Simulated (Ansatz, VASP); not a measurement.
**Two plane-wave programs on SrW2**

Contents of INCAR:

```
  PREC = Accurate
  ENCUT = 520
  EDIFF = 1E-6
  ISMEAR = 0
  SIGMA = 0.1
  LREAL = False
  LASPH = True
  NELM = 60
  ALGO = Normal
  ISIF = 2
  LWAVE = False
  LCHARG = True
  GGA = PE
  LELF = True
  LVHAR = True
  NBANDS = 26
```

Contents of KPOINTS:

```
regular mesh
0
Gamma
  6 6 2
```

File POSCAR:

```
SrW2
1.0
    3.6454817700      0.0000000000      0.0000000000
   -1.8227408800      3.1570798200      0.0000000000
    0.0000000000      0.0000000000      7.7560539500
Sr W
1 2
Direct
    0.0000000000      0.0000000000      0.5000000000
    0.3333333300      0.6666666700      0.8707451600
    0.6666666700      0.3333333300      0.1292548400
```

Input for Ansatz:

```yaml
crystal:
  lattice:
    - [3.64548177, 0.0, 0.0]
    - [-1.82274088, 3.15707982, 0.0]
    - [0.0, 0.0, 7.75605395]
  atoms:
    - { symbol: Sr, position: [0.0, 0.0, 0.5] }
    - { symbol: W, position: [0.33333333, 0.66666667, 0.87074516] }
    - { symbol: W, position: [0.66666667, 0.33333333, 0.12925484] }
basis:
  ecutwfc: 420
kpoints:
  mp_grid: { grid: [6, 6, 2] }
hamiltonian:
  xc: pbe
scf:
  occupations: { method: gaussian, width: 0.1 }
  lower_state_search: "off"
output:
  forces: true
  stress: true
  eigenvalues: true
```

Alike in both runs: task single point; functional PBE; k mesh 6 × 6 × 2; occupations gaussian, width 0.1 eV; no spin polarisation.

```csv
,VASP,Ansatz
version,VASP 6.6.1,Ansatz 0.2.0
potentials or method,"VASP PAW PBE potentials, release 64 (Sr_sv, W_sv)","scalar-relativistic, plane waves, PAW"
plane-wave cutoff (eV),520,420
valence electrons in the cell,38,38
```

```csv
,VASP,Ansatz,Ansatz less VASP
gap on the k mesh at the Fermi level (eV),none,none,-
pressure (GPa),-20.0,-20.1,-0.04
largest component of the traceless stress (GPa),1.87,1.87,+0.003
rms of the force components (eV/Å),2.235,2.233,-0.0021
```

Atom by atom the forces differ by 0.002 eV/Å (rms over components). A gap of «none» marks a metal or a gap that the smearing closes. With one functional, cell and mesh, what is left measures potentials, basis and numerics.

Caveats: the k mesh is coarse (spacing up to 0.41 Å⁻¹), so the values aren't converged; so large a pressure means that the cell lies far from this level's equilibrium, or that cutoff or potentials fall short (VASP); forces of over 1 eV/Å show positions far from the minimum, so gaps and moduli don't describe the material at rest. Spin-orbit coupling is left out, which matters for the levels of W.
